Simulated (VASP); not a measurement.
Output of a VASP run:

### OUTCAR
```
 ion  position               nearest neighbor table
   1  0.333  0.667  0.250-   2 3.43   2 3.43   2 3.43   2 3.43   2 3.43   2 3.43
   2  0.667  0.333  0.750-   1 3.43   1 3.43   1 3.43   1 3.43   1 3.43   1 3.43
  LATTYP: Found a hexagonal cell.
 ALAT       =     3.5648958982
 C/A-ratio  =     1.5396658328
 Subroutine PRICEL returns:
 Original cell was already a primitive cell.
 Subroutine GETGRP returns: Found 24 space group operations
The static configuration has the point symmetry D_3d.
 The point group associated with its full space group is D_6h.
The dynamic configuration has the point symmetry D_3d.
 Subroutine INISYM returns: Found 24 space group operations
 Subroutine IBZKPT returns following result:
 Found     76 irreducible k-points:

 Following reciprocal coordinates:
            Coordinates               Weight
  0.000000  0.000000  0.000000      1.000000
  0.083333 -0.000000  0.000000      6.000000
  0.166667  0.000000  0.000000      6.000000
  0.250000 -0.000000  0.000000      6.000000
  0.333333 -0.000000  0.000000      6.000000
  0.416667 -0.000000  0.000000      6.000000
  0.500000 -0.000000  0.000000      3.000000
  0.083333  0.083333  0.000000      6.000000
  0.166667  0.083333  0.000000     12.000000
  0.250000  0.083333  0.000000     12.000000
  0.333333  0.083333  0.000000     12.000000
  0.416667  0.083333  0.000000     12.000000
  0.166667  0.166667  0.000000      6.000000
  0.250000  0.166667  0.000000     12.000000
  0.333333  0.166667  0.000000     12.000000
  0.416667  0.166667  0.000000      6.000000
  0.250000  0.250000  0.000000      6.000000
  0.333333  0.250000  0.000000     12.000000
  0.333333  0.333333  0.000000      2.000000
  0.000000  0.000000  0.166667      2.000000
  0.083333 -0.000000  0.166667     12.000000
  0.166667  0.000000  0.166667     12.000000
  0.250000 -0.000000  0.166667     12.000000
  0.333333 -0.000000  0.166667     12.000000
  0.416667 -0.000000  0.166667     12.000000
  0.500000 -0.000000  0.166667      6.000000
  0.083333  0.083333  0.166667     12.000000
  0.166667  0.083333  0.166667     24.000000
  0.250000  0.083333  0.166667     24.000000
  0.333333  0.083333  0.166667     24.000000
  0.416667  0.083333  0.166667     24.000000
  0.166667  0.166667  0.166667     12.000000
  0.250000  0.166667  0.166667     24.000000
  0.333333  0.166667  0.166667     24.000000
  0.416667  0.166667  0.166667     12.000000
  0.250000  0.250000  0.166667     12.000000
  0.333333  0.250000  0.166667     24.000000
  0.333333  0.333333  0.166667      4.000000
  0.000000  0.000000  0.333333      2.000000
  0.083333 -0.000000  0.333333     12.000000
   k-points           NKPTS =     76   k-points in BZ     NKDIM =     76   number of bands    NBANDS=     15
   number of dos      NEDOS =    301   number of ions     NIONS =      2
   total plane-waves  NPLWV =  31360
   dimension x,y,z NGX =    28 NGY =   28 NGZ =   40
   dimension x,y,z NGXF=    56 NGYF=   56 NGZF=   80
   ions per type =               2
   PREC   = accura    normal or accurate (medium, high low for compatibility)
   ISTART =      0    job   : 0-new  1-cont  2-samecut
   ICHARG =      2    charge: 1-file 2-atom 10-const
   ISPIN  =      1    spin polarized calculation?
   LNONCOLLINEAR =      F non collinear calculations
   LSORBIT =      F    spin-orbit coupling
   INIWAV =      1    electr: 0-lowe 1-rand  2-diag
   ENCUT  =  480.0 eV  35.28 Ry    5.94 a.u.   6.37  6.37  9.81*2*pi/ulx,y,z
   NELM   =    100;   NELMIN=  2; NELMDL= -5     # of ELM steps
   EDIFF  = 0.1E-06   stopping-criterion for ELM
   LREAL  =      F    real-space projection
   NLSPLINE    = F    spline interpolate recip. space projectors
   LMAXMIX     =    4 max onsite mixed and CHGCAR
   VOSKOWN=      0    Vosko Wilk Nusair interpolation
   EDIFFG = 0.1E-05   stopping-criterion for IOM
   NSW    =      0    number of steps for IOM
...
```

**OSZICAR**
```
       N       E                     dE             d eps       ncg     rms          rms(c)
DAV:   1     0.826733332188E+02    0.82673E+02   -0.11266E+04  2288   0.133E+03
DAV:   2    -0.674610018140E+01   -0.89419E+02   -0.88638E+02  2840   0.276E+02
DAV:   3    -0.139063907719E+02   -0.71603E+01   -0.70835E+01  4287   0.470E+01
DAV:   4    -0.140365361226E+02   -0.13015E+00   -0.13014E+00  2470   0.718E+00
DAV:   5    -0.140402435259E+02   -0.37074E-02   -0.37074E-02  3255   0.876E-01    0.350E+01
DAV:   6    -0.136973036030E+02    0.34294E+00   -0.44249E-01  2294   0.483E+00    0.217E+01
DAV:   7    -0.136450625367E+02    0.52241E-01   -0.87333E-01  3054   0.615E+00    0.185E+00
DAV:   8    -0.136325215060E+02    0.12541E-01   -0.16029E-01  2756   0.270E+00    0.690E-01
DAV:   9    -0.136321509273E+02    0.37058E-03   -0.50993E-03  3049   0.525E-01    0.274E-01
DAV:  10    -0.136321711970E+02   -0.20270E-04   -0.10355E-03  2568   0.320E-01    0.126E-01
DAV:  11    -0.136321661622E+02    0.50349E-05   -0.66024E-05  3235   0.770E-02    0.667E-02
DAV:  12    -0.136321618741E+02    0.42881E-05   -0.97717E-06  2579   0.268E-02    0.163E-02
DAV:  13    -0.136321629732E+02   -0.10991E-05   -0.29580E-06  2420   0.181E-02    0.480E-04
DAV:  14    -0.136321630562E+02   -0.82998E-07   -0.12603E-07  1973   0.218E-03
   1 F= -.13632163E+02 E0= -.13632558E+02  d E =0.118549E-02
```

OUTCAR:
```
------------------------ aborting loop because EDIFF is reached ----------------------------------------
  FORCE on cell =-STRESS in cart. coord.  units (eV):
  Direction    XX          YY          ZZ          XY          YZ          ZX
  --------------------------------------------------------------------------------------
  Total        0.5447844      0.5447845      0.5936012      0.0000000      0.0000000      0.0000000
  in kB       14.4489938     14.4489962     15.7437315      0.0000000      0.0000000      0.0000000
  external PRESSURE =      14.8805739 kB  Pullay stress =       0.0000000 kB
  volume of cell :       60.41
      direct lattice vectors                 reciprocal lattice vectors
     1.782447835 -3.087290475  0.000000000     0.280513118 -0.161954310  0.000000000
     1.782447835  3.087290475  0.000000000     0.280513118  0.161954310  0.000000000
     0.000000000  0.000000000  5.488748412     0.000000000  0.000000000  0.182190898
 POSITION                                       TOTAL-FORCE (eV/Angst)
 -----------------------------------------------------------------------------------
      1.78245      1.02910      1.37219        -0.000000      0.000000      0.000000
      1.78245     -1.02910      4.11656         0.000000      0.000000      0.000000
 -----------------------------------------------------------------------------------
    total drift:                                0.000000      0.000506     -0.000010
  FREE ENERGIE OF THE ION-ELECTRON SYSTEM (eV)
  ---------------------------------------------------
  free  energy   TOTEN  =       -13.6321630562 eV

  energy  without entropy=      -13.6333485435  energy(sigma->0) =      -13.63255822
```
(Selected blocks of OUTCAR.)

**POSCAR**
```
Y
1
    1.7824478355    -3.0872904753     0.0000000000
    1.7824478355     3.0872904753     0.0000000000
    0.0000000000     0.0000000000     5.4887484120
Y
2
Direct
  0.3333330000   0.6666670000   0.2500000000
  0.6666670000   0.3333330000   0.7500000000
```

**Question.** Reconstruct the remaining input files.

**Answer.** One answer among several that fit: the input of the run itself, PBEsol GGA, plane waves, VASP's PBE PAW potentials (set 64).

**KPOINTS**
```
Automatic mesh
0
gamma
12 12 6
0 0 0
```

INCAR:
```
# general
SYSTEM =Y
PREC   =Accurate
ENCUT  =480   # plane-wave cut-off (eV)
LREAL  =.False.   # projection in real space or not
LASPH  =.True.   # aspherical one-centre terms

# electronic loop
EDIFF  =1E-7
NELM   =100   # most electronic steps
ALGO   =Normal   # blocked Davidson
LMAXMIX=4   # l cut-off of mixed one-centre charges

# smearing
ISMEAR =1
SIGMA  =0.1

# functional
GGA    =PS   # PBEsol

# ions
ISIF   =2   # forces and stress, cell fixed

# output
LWAVE  =.False.
LCHARG =.False.
```

POTCAR, in this order: Y_sv (PBE.64 set). Program: vasp_std.

The compound is Y in the hcp structure. This cell was strained or had an atom moved on purpose.
